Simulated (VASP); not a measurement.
Crystal: Fe.

```
Fe
1.0
    -1.44300    1.44300    1.44300
     1.44300   -1.44300    1.44300
     1.44300    1.44300   -1.44300
Fe
1
Cartesian
  0.0000 0.0000 0.0000
```

| Quantity | Value |
| --- | --- |
| Program | VASP 6.6.1 |
| Task | relaxation of cell and atoms |
| Functional | PBE |
| Potentials or basis | VASP PAW PBE potentials, release 64 (Fe) |
| Cutoff | 600 eV |
| k mesh | 18 × 18 × 18 |
| Occupations | methfessel-paxton, width 0.1 eV |
| Spin | collinear spin, ferromagnetic start |
| Starting moments | [4.0] μB |

At the start: pressure -10.1 GPa; volume 12.02 Å³/atom.

Q: Where does the relaxation end?

A: Over 3 steps the energy falls by 23.8 meV/atom and the volume is 11.33 Å³/atom (-5.7 %); space group Im-3m (No. 229, to 0.05 Å); moment 2.17 μB per cell.

The path:
```
step  energy change (eV)  largest force (eV/Å)  pressure (GPa)  volume (Å³)
   1              0.0000                0.0000          -10.10        12.02
   2             -0.0030                0.0000           11.86        10.75
   3             -0.0238                0.0000           -0.12        11.33
```

Final structure:
```
CELL_PARAMETERS angstrom
-1.41492 1.41492 1.41492
1.41492 -1.41492 1.41492
1.41492 1.41492 -1.41492
ATOMIC_POSITIONS crystal
Fe 0.00000 0.00000 0.00000
```
